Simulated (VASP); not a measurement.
A run of VASP 6.6.1:

File INCAR:

```
SYSTEM = Ba4Y
PREC = Accurate
ENCUT = 600
EDIFF = 1E-7
ISMEAR = 0
SIGMA = 0.1
LREAL = .False.
LASPH = .True.
NELM = 100
ALGO = Normal
ISIF = 3
LWAVE = .False.
LCHARG = .False.
GGA = PE
IBRION = 2
NSW = 90
EDIFFG = -0.04
```

The input KPOINTS:

```
Automatic mesh
0
Gamma
  4 4 4
  0 0 0
```

File POSCAR:

```
Ba4Y
1.0
   -3.4544121400      3.4544121400      3.4544121400
    3.4544121400     -3.4544121400      3.4544121400
    3.4544121400      3.4544121400     -3.4544121400
Ba Y
4 1
Direct
    0.5000000000      0.5000000000      0.5000000000
    0.5000000000      0.0000000000      0.0000000000
    0.0000000000      0.0000000000      0.5000000000
    0.0000000000      0.5000000000      0.0000000000
    0.0000000000      0.0000000000      0.0000000000
```

Potentials or basis: VASP PAW PBE potentials, release 64 (Ba_sv, Y_sv).

Command:

```sh
$ cat potpaw_PBE.64/Ba_sv/POTCAR potpaw_PBE.64/Y_sv/POTCAR > POTCAR
$ mpirun -np 1 vasp_std > vasp.out
```

Hardware: 1 thread of Intel(R) Xeon(R) Platinum 8259CL CPU @ 2.50GHz (Skylake/Cascade Lake), on a shared host.

Question: How long does it take, and how much memory?

Answer: Run time: 7.6 min on 1 thread of Intel(R) Xeon(R) Platinum 8259CL CPU @ 2.50GHz (Skylake/Cascade Lake), with other jobs on the host, peak memory 0.37 GiB. Counts: scf iterations 103, k points 8, ion steps 5.
